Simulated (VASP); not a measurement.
A convergence study with VASP on SnO₂ (rutile): a few settings are varied, all else stays as given below, so the limit is that of these other settings. The cell's lengths are 1 % over those of the tabulated start and one atom is moved, so it is off equilibrium.

```
CELL_PARAMETERS angstrom
      4.78740     0.00000     0.00000
      0.00000     4.78740     0.00000
      0.00000     0.00000     3.22190
ATOMIC_POSITIONS crystal
  Sn 0.00000 0.00000 0.00000
  Sn 0.50000 0.50000 0.50000
  O  0.30700 0.30700 0.00000
  O  0.80700 0.19300 0.50000
  O  0.19300 0.80700 0.50000
  O  0.70566 0.69300 0.00000
```

Calculation: PBEsol GGA, VASP's PBE PAW potentials (set 64) (plane waves; VASP). The last row used: ADDGRID = .TRUE., 600 eV cut-off, 5×5×8 Γ-centred mesh, Gaussian smearing of 0.050 eV, potentials Sn_d O.

Unless said otherwise, spin-orbit coupling is left out, though it shifts the bands of the heavy elements here. Gaps are read on the run's mesh, which can miss a band edge.

| setting | E (eV/atom) | pressure (GPa) | largest force (eV/Å) | gap on the mesh (eV) | plane waves |
|---|---|---|---|---|---|
| ADDGRID = unset, ENCUT = 300, PREC = Low | -6.6953 | -43.20 | 0.934 | 0.698 | 881 |
| ADDGRID = unset, ENCUT = 300, PREC = Normal | -6.6943 | -43.30 | 0.943 | 0.697 | 881 |
| ADDGRID = .TRUE., ENCUT = 300, PREC = Normal | -6.6942 | -43.28 | 0.943 | 0.697 | 881 |
| ADDGRID = .TRUE., ENCUT = 300, PREC = Accurate | -6.6896 | -43.22 | 0.950 | 0.693 | 881 |
| ADDGRID = unset, ENCUT = 400, PREC = Low | -6.6214 | -6.86 | 0.852 | 0.782 | 1371 |
| ADDGRID = unset, ENCUT = 400, PREC = Normal | -6.6200 | -6.94 | 0.858 | 0.781 | 1371 |
| ADDGRID = .TRUE., ENCUT = 400, PREC = Normal | -6.6200 | -6.94 | 0.858 | 0.781 | 1371 |
| ADDGRID = .TRUE., ENCUT = 400, PREC = Accurate | -6.6187 | -7.03 | 0.856 | 0.781 | 1371 |
| ADDGRID = unset, ENCUT = 500, PREC = Low | -6.6095 | -1.51 | 0.864 | 0.778 | 1896 |
| ADDGRID = unset, ENCUT = 500, PREC = Normal | -6.6081 | -1.60 | 0.871 | 0.777 | 1896 |
| ADDGRID = .TRUE., ENCUT = 500, PREC = Normal | -6.6081 | -1.60 | 0.871 | 0.777 | 1896 |
| ADDGRID = .TRUE., ENCUT = 500, PREC = Accurate | -6.6081 | -1.60 | 0.871 | 0.777 | 1896 |
| ADDGRID = unset, ENCUT = 600, PREC = Low | … | … | 0.870 | 0.778 | 2497 |
| ADDGRID = unset, ENCUT = 600, PREC = Normal | -6.6096 | … | 0.870 | 0.778 | 2497 |
| ADDGRID = .TRUE., ENCUT = 600, PREC = Normal | -6.6096 | -1.67 | 0.870 | 0.778 | 2497 |
| ADDGRID = .TRUE., ENCUT = 600, PREC = Accurate | -6.6096 | -1.67 | 0.870 | 0.778 | 2497 |

Q: Fill in the missing entries.

A: 
- ADDGRID = unset, ENCUT = 600, PREC = Low, E (eV/atom): -6.6101
- ADDGRID = unset, ENCUT = 600, PREC = Low, pressure (GPa): -1.52
- ADDGRID = unset, ENCUT = 600, PREC = Normal, pressure (GPa): -1.66

Left out are rungs that failed or repeat a setting and relaxations that didn't move; long series are thinned to 24 rows.

The compound is SnO2 in the rutile structure. The cell was not relaxed at this level, it is distorted from the ideal structure.
